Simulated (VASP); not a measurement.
Calculation: revPBE GGA, VASP's PBE PAW potentials (set 64) (plane waves; VASP).

VASP ran on this input.

### POSCAR
```
Ag
1
    0.0000000000     2.0450000000     2.0450000000
    2.0450000000     0.0000000000     2.0450000000
    2.0450000000     2.0450000000     0.0000000000
Ag
1
Direct
  0.0000000000   0.0000000000   0.0000000000
```

### INCAR
```
ALGO=Normal
EDIFF=1E-6
EDIFFG=-0.01
ENCUT=520
GGA=RE
IBRION=2
ISIF=3
ISMEAR=1
LASPH=.TRUE.
LCHARG=.FALSE.
LMAXMIX=4
LREAL=.FALSE.
LWAVE=.FALSE.
NELM=100
NSW=60
PREC=Accurate
SIGMA=0.1
SYSTEM=Ag
```

**KPOINTS**
```
Automatic mesh
0
Gamma
 14 14 14
```

POTCAR, in this order: Ag (PBE.64 set). Program: vasp_std.

What VASP printed:

OSZICAR:
```
       N       E                     dE             d eps       ncg     rms          rms(c)
DAV:   1     0.445379445183E+02    0.44538E+02   -0.57346E+03  1936   0.110E+03
DAV:   2    -0.210554378123E+01   -0.46643E+02   -0.44536E+02  1900   0.207E+02
DAV:   3    -0.248398745399E+01   -0.37844E+00   -0.37835E+00  2196   0.229E+01
DAV:   4    -0.248473141511E+01   -0.74396E-03   -0.74395E-03  2149   0.981E-01
DAV:   5    -0.248473619838E+01   -0.47833E-05   -0.47828E-05  2068   0.721E-02    0.509E+00
DAV:   6    -0.227829629470E+01    0.20644E+00   -0.94122E-01  1906   0.107E+01    0.338E+00
DAV:   7    -0.227081822456E+01    0.74781E-02   -0.13084E-02  2010   0.128E+00    0.188E+00
DAV:   8    -0.226857118992E+01    0.22470E-02   -0.85070E-04  1958   0.301E-01    0.830E-02
DAV:   9    -0.226857784637E+01   -0.66565E-05   -0.64650E-06  2195   0.258E-02    0.180E-02
DAV:  10    -0.226858784269E+01   -0.99963E-05   -0.64743E-06  2014   0.335E-02    0.747E-03
DAV:  11    -0.226858723581E+01    0.60688E-06   -0.84642E-08  1010   0.322E-03
   1 F= -.22685872E+01 E0= -.22684818E+01  d E =-.226859E+01
       N       E                     dE             d eps       ncg     rms          rms(c)
DAV:   1    -0.396627113524E+01   -0.16977E+01   -0.33055E+01  1895   0.730E+01    0.985E+00
DAV:   2    -0.236837154215E+01    0.15979E+01   -0.55710E+00  1888   0.256E+01    0.353E+00
DAV:   3    -0.230258057664E+01    0.65791E-01   -0.23213E-01  1909   0.497E+00    0.260E+00
DAV:   4    -0.229189773466E+01    0.10683E-01   -0.12845E-02  1968   0.131E+00    0.450E-01
DAV:   5    -0.229118281630E+01    0.71492E-03   -0.31320E-03  2085   0.490E-01    0.420E-02
DAV:   6    -0.229120796210E+01   -0.25146E-04   -0.38344E-05  2011   0.815E-02    0.101E-02
DAV:   7    -0.229120828899E+01   -0.32689E-06   -0.16720E-06  1639   0.146E-02
   2 F= -.22912083E+01 E0= -.22910780E+01  d E =-.226211E-01
       N       E                     dE             d eps       ncg     rms          rms(c)
DAV:   1    -0.246507943125E+01   -0.17387E+00   -0.30749E+00  1904   0.212E+01    0.269E+00
DAV:   2    -0.229889568540E+01    0.16618E+00   -0.84005E-01  1895   0.973E+00    0.737E-01
DAV:   3    -0.229644393601E+01    0.24517E-02   -0.39956E-03  1902   0.649E-01    0.475E-01
DAV:   4    -0.229559485895E+01    0.84908E-03   -0.12899E-03  1995   0.311E-01    0.355E-02
DAV:   5    -0.229559373880E+01    0.11201E-05   -0.58284E-06  1962   0.239E-02    0.217E-02
DAV:   6    -0.229559649943E+01   -0.27606E-05   -0.17651E-06  2069   0.139E-02    0.197E-03
DAV:   7    -0.229559653866E+01   -0.39232E-07   -0.14965E-08   957   0.120E-03
   3 F= -.22955965E+01 E0= -.22954248E+01  d E =-.270093E-01
```

### OUTCAR
```
------------------------ aborting loop because EDIFF is reached ----------------------------------------
  FORCE on cell =-STRESS in cart. coord.  units (eV):
  Direction    XX          YY          ZZ          XY          YZ          ZX
  --------------------------------------------------------------------------------------
  Total        0.0051161      0.0051161      0.0051161      0.0000000      0.0000000     -0.0000000
  in kB        0.4447414      0.4447414      0.4447414      0.0000000      0.0000000     -0.0000000
  external PRESSURE =       0.4447414 kB  Pullay stress =       0.0000000 kB
  volume of cell :       18.43
      direct lattice vectors                 reciprocal lattice vectors
     0.000000000  2.096544858  2.096544858    -0.238487623  0.238487623  0.238487623
     2.096544858  0.000000000  2.096544858     0.238487623 -0.238487623  0.238487623
     2.096544858  2.096544858  0.000000000     0.238487623  0.238487623 -0.238487623
 POSITION                                       TOTAL-FORCE (eV/Angst)
 -----------------------------------------------------------------------------------
      0.00000      0.00000      0.00000         0.000000     -0.000000      0.000000
 -----------------------------------------------------------------------------------
    total drift:                               -0.000000     -0.000000      0.000000
  FREE ENERGIE OF THE ION-ELECTRON SYSTEM (eV)
  ---------------------------------------------------
  free  energy   TOTEN  =        -2.2955965387 eV

  energy  without entropy=       -2.2950813592  energy(sigma->0) =       -2.29542481

 reached required accuracy - stopping structural energy minimisation
```
(Selected blocks of OUTCAR.)

**CONTCAR**
```
Ag
   1.00000000000000
     0.0000000000000000    2.0965448575999921    2.0965448575999921
     2.0965448575999921    0.0000000000000000    2.0965448575999921
     2.0965448575999921    2.0965448575999921    0.0000000000000000
  Ag
     1
Direct
     0.0000000000000000    0.0000000000000000    0.0000000000000000
```

Energy and stress use the plane-wave basis of the starting cell.

The compound is Ag in the fcc structure. This run relaxes it. Symmetry was kept, so distortions that lower it aren't found.
